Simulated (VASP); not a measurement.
Here is the system:

```
CELL_PARAMETERS angstrom
      3.52626     0.00000     0.00000
      0.00000     3.52626     0.00000
      0.00000     0.00000     3.52626
ATOMIC_POSITIONS crystal
  Sc 0.50000 0.50000 0.50000
  Cd 0.00000 0.00000 0.00000
```

Method: PBEsol GGA, VASP's PBE PAW potentials (set 64) (plane waves; VASP). Settings: 300 eV cut-off, 8×8×8 Γ-centred mesh, Fermi-Dirac smearing of 0.10 eV, potentials Sc_sv Cd.

At this cut-off the stress carries a Pulay error, which pulls relaxed volumes low. Energy and stress use the plane-wave basis of the starting cell.

The ions, cell shape and volume are relaxed. What does this cell relax into?

```
CELL_PARAMETERS angstrom
      3.48401     0.00000     0.00000
      0.00000     3.48401     0.00000
      0.00000     0.00000     3.48401
ATOMIC_POSITIONS crystal
  Sc 0.50000 0.50000 0.50000
  Cd 0.00000 0.00000 0.00000
```
Space group Pm-3m (221), at a tolerance of 0.03 Å.

How do energy and volume change from the first to the last step?

The energy (σ→0) changes by -6.7 meV/atom and the volume by -3.6 %, in 3 ionic steps.

| step | E(σ→0) (eV) | max force (eV/Å) | pressure (GPa) | volume (Å³) |
|---|---|---|---|---|
| 1 | -8.4650 | 0.000 | -2.65 | 43.85 |
| 2 | -8.4758 | 0.000 | 1.30 | 41.59 |
| 3 | -8.4785 | 0.000 | -0.02 | 42.29 |

The structure comes from a computed database's ScCd entry (Pm-3m); how it stands against other phases isn't given here. This run relaxes it. Symmetry was kept, so distortions that lower it aren't found. The run is one of a series of settings (EDIFFG = -0.01, IBRION = 2, ISIF = 3, NSW = 50 against the base run), some of them coarse on purpose. The electron count is odd and the run is not spin-polarised, which forces a metal.
